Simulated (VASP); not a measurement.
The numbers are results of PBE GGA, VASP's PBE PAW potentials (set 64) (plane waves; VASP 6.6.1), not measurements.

Input for VASP

### KPOINTS
```
Regular mesh
0
gamma
 7 7 7
0 0 0
```

**POSCAR**
```
Pt3Ti
1
    3.9200000000     0.0000000000     0.0000000000
    0.0000000000     3.9200000000     0.0000000000
    0.0000000000     0.0000000000     3.9200000000
Ti Pt
1 3
Direct
  0.0000000000   0.0000000000   0.0000000000
  0.0000000000   0.5000000000   0.5000000000
  0.5000000000   0.0000000000   0.5000000000
  0.5000000000   0.5000000000   0.0000000000
```

### INCAR
```
! general
SYSTEM  = Pt3Ti
PREC    = Accurate
ENCUT   = 400
LREAL   = .FALSE.
LASPH   = .TRUE.
NBANDS  = 50

! electronic loop
EDIFF   = 1E-6
NELM    = 100
ALGO    = Normal
LMAXMIX = 6

! smearing
ISMEAR  = 1
SIGMA   = 0.1

! functional
GGA     = PE

! ions
ISIF    = 2

! output
LWAVE   = .FALSE.
LCHARG  = .FALSE.
```

POTCAR, in this order: Ti_sv Pt (PBE.64 set). Program: vasp_std.

Output

OUTCAR:
```
 ion  position               nearest neighbor table
   1  0.000  0.000  0.000-   2 2.77   3 2.77   4 2.77   2 2.77   3 2.77   2 2.77   4 2.77   2 2.77
                             3 2.77   4 2.77   3 2.77   4 2.77
   2  0.000  0.500  0.500-   1 2.77   3 2.77   4 2.77   1 2.77   4 2.77   1 2.77   3 2.77   1 2.77
                             3 2.77   4 2.77   4 2.77   3 2.77
   3  0.500  0.000  0.500-   1 2.77   2 2.77   4 2.77   1 2.77   4 2.77   2 2.77   4 2.77   4 2.77
                             1 2.77   2 2.77   1 2.77   2 2.77
   4  0.500  0.500  0.000-   1 2.77   2 2.77   3 2.77   2 2.77   3 2.77   1 2.77   3 2.77   3 2.77
                             1 2.77   2 2.77   2 2.77   1 2.77
  LATTYP: Found a simple cubic cell.
 ALAT       =     3.9200000000
 Subroutine PRICEL returns:
 Original cell was already a primitive cell.
 Subroutine GETGRP returns: Found 48 space group operations
The static configuration has the point symmetry O_h .
The dynamic configuration has the point symmetry O_h .
 Subroutine INISYM returns: Found 48 space group operations
 Subroutine IBZKPT returns following result:
 Found     20 irreducible k-points:

 Following reciprocal coordinates:
            Coordinates               Weight
  0.000000  0.000000  0.000000      1.000000
  0.142857  0.000000  0.000000      6.000000
  0.285714  0.000000  0.000000      6.000000
...
```

File OSZICAR:
```
       N       E                     dE             d eps       ncg     rms          rms(c)
DAV:   1     0.313754587775E+03    0.31375E+03   -0.15243E+04  2000   0.746E+02
DAV:   2    -0.121123216421E+02   -0.32587E+03   -0.30034E+03  2058   0.230E+02
DAV:   3    -0.321925227133E+02   -0.20080E+02   -0.19493E+02  2328   0.605E+01
DAV:   4    -0.326634924477E+02   -0.47097E+00   -0.46959E+00  2300   0.859E+00
DAV:   5    -0.326718121647E+02   -0.83197E-02   -0.83188E-02  2432   0.117E+00    0.217E+01
DAV:   6    -0.309387868379E+02    0.17330E+01   -0.57347E+00  2302   0.165E+01    0.144E+01
DAV:   7    -0.304908330980E+02    0.44795E+00   -0.18837E+01  2310   0.167E+01    0.105E+01
DAV:   8    -0.296301404590E+02    0.86069E+00   -0.70073E-01  2276   0.561E+00    0.422E+00
DAV:   9    -0.296222593852E+02    0.78811E-02   -0.11191E+00  2802   0.365E+00    0.311E+00
DAV:  10    -0.295211894946E+02    0.10107E+00   -0.32745E-01  2386   0.242E+00    0.395E-01
DAV:  11    -0.295244770887E+02   -0.32876E-02   -0.50967E-03  2344   0.332E-01    0.616E-01
DAV:  12    -0.295211479896E+02    0.33291E-02   -0.10100E-02  2552   0.401E-01    0.777E-02
DAV:  13    -0.295211769750E+02   -0.28985E-04   -0.11660E-04  2328   0.438E-02    0.828E-02
DAV:  14    -0.295211406379E+02    0.36337E-04   -0.53884E-05  2430   0.293E-02    0.289E-02
DAV:  15    -0.295211329926E+02    0.76453E-05   -0.10739E-05  2424   0.173E-02    0.827E-03
DAV:  16    -0.295211327277E+02    0.26492E-06   -0.30222E-06  1810   0.634E-03
   1 F= -.29521133E+02 E0= -.29520962E+02  d E =-.510983E-03
```

### OUTCAR
```
------------------------ aborting loop because EDIFF is reached ----------------------------------------
  FORCE on cell =-STRESS in cart. coord.  units (eV):
  Direction    XX          YY          ZZ          XY          YZ          ZX
  --------------------------------------------------------------------------------------
  Total        1.8083177      1.8083177      1.8083177      0.0000000      0.0000000     -0.0000000
  in kB       48.0980104     48.0980104     48.0980104      0.0000000      0.0000000     -0.0000000
  external PRESSURE =      48.0980104 kB  Pullay stress =       0.0000000 kB
  volume of cell :       60.24
      direct lattice vectors                 reciprocal lattice vectors
     3.920000000  0.000000000  0.000000000     0.255102041  0.000000000  0.000000000
     0.000000000  3.920000000  0.000000000     0.000000000  0.255102041  0.000000000
     0.000000000  0.000000000  3.920000000     0.000000000  0.000000000  0.255102041
 POSITION                                       TOTAL-FORCE (eV/Angst)
 -----------------------------------------------------------------------------------
      0.00000      0.00000      0.00000         0.000000      0.000000      0.000000
      0.00000      1.96000      1.96000         0.000000      0.000000      0.000000
      1.96000      0.00000      1.96000         0.000000      0.000000      0.000000
      1.96000      1.96000      0.00000         0.000000      0.000000      0.000000
 -----------------------------------------------------------------------------------
    total drift:                                0.000000      0.000000      0.000000
  FREE ENERGIE OF THE ION-ELECTRON SYSTEM (eV)
  ---------------------------------------------------
  free  energy   TOTEN  =       -29.5211327277 eV

  energy  without entropy=      -29.5206217452  energy(sigma->0) =      -29.52096240
```
(Selected blocks of OUTCAR.)

OUTCAR:
```
 val. band max:       11.5855339465   @ k =   0.4286   0.0000   0.0000

 cond. band min:      11.6360608500   @ k =   0.4286   0.1429   0.1429


 Fermi energy:        11.5961800846

 k-point     1 :       0.0000    0.0000    0.0000
  band No.  band energies     occupation
      1     -46.6463      2.00000
      2     -22.8693      2.00000
      3     -22.8693      2.00000
      4     -22.8693      2.00000
      5       1.5060      2.00000
      6       4.3124      2.00000
      7       4.6609      2.00000
      8       4.6609      2.00000
      9       4.9678      2.00000
     10       4.9678      2.00000
     11       4.9678      2.00000
     12       8.0109      2.00000
     13       8.0109      2.00000
     14       8.0109      2.00000
     15       9.8964      2.00000
     16       9.8964      2.00000
     17      11.0206      2.00000
     18      11.5822      1.23410
     19      11.5822      1.23410
     20      11.5822      1.23410
     21      12.9114     -0.00000
     22      12.9114     -0.00000
     23      13.1498     -0.00000
     24      13.1498     -0.00000
     25      13.1498     -0.00000
     26      13.5238     -0.00000
     27      13.5238     -0.00000
     28      13.5238     -0.00000
     29      19.7793      0.00000
     30      19.7793      0.00000
     31      22.5268      0.00000
     32      22.5268      0.00000
     33      22.5268      0.00000
     34      23.0340      0.00000
     35      23.0340      0.00000
     36      23.0340      0.00000
     37      23.3054      0.00000
     38      25.9627      0.00000
     39      30.3175      0.00000
     40      30.3175      0.00000
     41      30.9478      0.00000
     42      30.9478      0.00000
     43      30.9478      0.00000
     44      32.9503      0.00000
     45      33.0984      0.00000
     46      33.0984      0.00000
     47      33.0984      0.00000
     48      36.1260      0.00000
     49      40.3272      0.00000
     50      40.3272      0.00000

...
```

Unless said otherwise, spin-orbit coupling is left out, though it shifts the bands of the heavy elements here.

The compound is Pt3Ti in the L1_2 structure. The cell was not relaxed at this level. The run is one of a series of settings (NBANDS = 50 against the base run), some of them coarse on purpose.
